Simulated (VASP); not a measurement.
Method: PBE GGA, VASP's PBE PAW potentials (set 64) (plane waves; VASP).

Input for VASP

**KPOINTS**
```
Automatic mesh
0
Gamma
4 4 4
0 0 0
```

### POSCAR
```
Ta
2.9081830
 -0.5773501874   0.5773501874   0.5773501874
  0.5773501874  -0.5773501874   0.5773501874
  0.5773501874   0.5773501874  -0.5773501874
Ta
1
Cart
  0.0000000000   0.0000000000   0.0000000000
```

### INCAR
```
ALGO = Normal
EDIFF = 1E-6
ENCUT = 300
GGA = PE
ISIF = 2
ISMEAR = -1
LASPH = .TRUE.
LCHARG = .FALSE.
LMAXMIX = 6
LREAL = .FALSE.
LWAVE = .FALSE.
NELM = 100
PREC = Accurate
SIGMA = 0.1
SYSTEM = Ta
```

POTCAR, in this order: Ta_pv (PBE.64 set). Program: vasp_std.

Output of the run:

**OUTCAR**
```
 ion  position               nearest neighbor table
   1  0.000  0.000  0.000-
  LATTYP: Found a body centered cubic cell.
 ALAT       =     3.3580800000
 Subroutine PRICEL returns:
 Original cell was already a primitive cell.
 Subroutine GETGRP returns: Found 48 space group operations
The static configuration has the point symmetry O_h .
The dynamic configuration has the point symmetry O_h .
 Subroutine INISYM returns: Found 48 space group operations
 Subroutine IBZKPT returns following result:
 Found      8 irreducible k-points:

 Following reciprocal coordinates:
            Coordinates               Weight
  0.000000  0.000000  0.000000      1.000000
  0.250000  0.000000  0.000000     12.000000
  0.500000  0.000000  0.000000      6.000000
  0.250000  0.250000  0.000000     24.000000
  0.250000  0.250000  0.250000      2.000000
 -0.250000  0.250000  0.250000      6.000000
  0.500000  0.500000  0.250000     12.000000
  0.500000  0.500000  0.500000      1.000000
   k-points           NKPTS =      8   k-points in BZ     NKDIM =      8   number of bands    NBANDS=      9
   number of dos      NEDOS =    301   number of ions     NIONS =      1
...
```

OSZICAR:
```
       N       E                     dE             d eps       ncg     rms          rms(c)
DAV:   1     0.185930302478E+02    0.18593E+02   -0.49078E+03   144   0.747E+02
DAV:   2    -0.121445847053E+02   -0.30738E+02   -0.30392E+02   188   0.165E+02
DAV:   3    -0.123948721339E+02   -0.25029E+00   -0.24818E+00   182   0.164E+01
DAV:   4    -0.123959078937E+02   -0.10358E-02   -0.10356E-02   152   0.106E+00
DAV:   5    -0.123959158438E+02   -0.79501E-05   -0.79495E-05   190   0.804E-02    0.133E+01
DAV:   6    -0.120238148582E+02    0.37210E+00   -0.43259E-01   146   0.777E+00    0.642E+00
DAV:   7    -0.119071191494E+02    0.11670E+00   -0.35552E-01   147   0.679E+00    0.362E-01
DAV:   8    -0.119054739686E+02    0.16452E-02   -0.28249E-03   148   0.711E-01    0.795E-02
DAV:   9    -0.119054713239E+02    0.26447E-05   -0.75164E-05   163   0.960E-02    0.321E-02
DAV:  10    -0.119054662512E+02    0.50727E-05   -0.43961E-06   162   0.282E-02    0.897E-03
DAV:  11    -0.119054673460E+02   -0.10948E-05   -0.23876E-07    72   0.718E-03    0.608E-04
DAV:  12    -0.119054673147E+02    0.31287E-07   -0.11448E-08    72   0.125E-03
   1 F= -.11905467E+02 E0= -.11890626E+02  d E =-.296833E-01
```

OUTCAR:
```
------------------------ aborting loop because EDIFF is reached ----------------------------------------
  FORCE on cell =-STRESS in cart. coord.  units (eV):
  Direction    XX          YY          ZZ          XY          YZ          ZX
  --------------------------------------------------------------------------------------
  Total       -0.8877448     -0.8877448     -0.8877448     -0.0000000     -0.0000000      0.0000000
  in kB      -75.1200031    -75.1200031    -75.1200031     -0.0000000     -0.0000000      0.0000000
  external PRESSURE =     -75.1200031 kB  Pullay stress =       0.0000000 kB
  volume of cell :       18.93
      direct lattice vectors                 reciprocal lattice vectors
    -1.679040000  1.679040000  1.679040000     0.000000000  0.297789213  0.297789213
     1.679040000 -1.679040000  1.679040000     0.297789213  0.000000000  0.297789213
     1.679040000  1.679040000 -1.679040000     0.297789213  0.297789213  0.000000000
 POSITION                                       TOTAL-FORCE (eV/Angst)
 -----------------------------------------------------------------------------------
      0.00000      0.00000      0.00000        -0.000000      0.000000      0.000000
 -----------------------------------------------------------------------------------
    total drift:                                0.000000      0.000000      0.000000
  FREE ENERGIE OF THE ION-ELECTRON SYSTEM (eV)
  ---------------------------------------------------
  free  energy   TOTEN  =       -11.9054673147 eV

  energy  without entropy=      -11.8757840087  energy(sigma->0) =      -11.89062566
```
(Selected blocks of OUTCAR.)

At this cut-off the stress carries a Pulay error, which pulls relaxed volumes low.

The structure is a typed Ta crystal. The cell was not relaxed at this level. The k-mesh is coarse (spacing up to 0.66 per Å, 2π included), so the numbers may not be converged in it. The run is one of a series of settings (KPOINTS 4×4×4 Γ-centred mesh against the base run), some of them coarse on purpose.
